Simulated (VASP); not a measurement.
These are LDA (Ceperley-Alder, Perdew-Zunger), VASP's LDA PAW potentials (set 64) (plane waves; VASP) values and carry that method's errors.

A VASP calculation is set up with these files.

### INCAR
```
SYSTEM = Ni3Al
PREC = Accurate; ENCUT = 500; LREAL = .False.
LASPH = .True.
EDIFF = 1E-6; NELM = 100; ALGO = Normal
LMAXMIX = 4
ISMEAR = 1; SIGMA = 0.1
MAGMOM = -0.0 0.2 0.2 0.2
ISPIN = 2
IBRION = 2; NSW = 40; ISIF = 3
EDIFFG = -0.02; PSTRESS = 450
LWAVE = .False.; LCHARG = .False.; LORBIT = 10
```

### KPOINTS
```
Automatic mesh
0
Gamma
9 9 9
0 0 0
```

**POSCAR**
```
Ni3Al
1
    3.3161361321     0.0000000000     0.0000000000
    0.0000000000     3.3161361321     0.0000000000
    0.0000000000     0.0000000000     3.3161361321
Al Ni
1 3
Direct
  0.0000000000   0.0000000000   0.0000000000
  0.0000000000   0.5000000000   0.5000000000
  0.5000000000   0.0000000000   0.5000000000
  0.5000000000   0.5000000000   0.0000000000
```

POTCAR, in this order: Al Ni (LDA.64 set). Program: vasp_std.

### Question
What will the output report for the number of irreducible k-points (NKPTS), largest plane-wave count, number of space-group operations, FFT grid (NGX, NGY, NGZ)?

### Answer

```json
{
 "number of irreducible k-points (NKPTS)": "35",
 "largest_plane_wave_count": "940",
 "number_of_space_group_operations": "48",
 "FFT grid (NGX, NGY, NGZ)": "24 × 24 × 24"
}
```

The compound is Ni3Al in the L1_2 structure. It was relaxed first under an external pressure of 45 GPa.
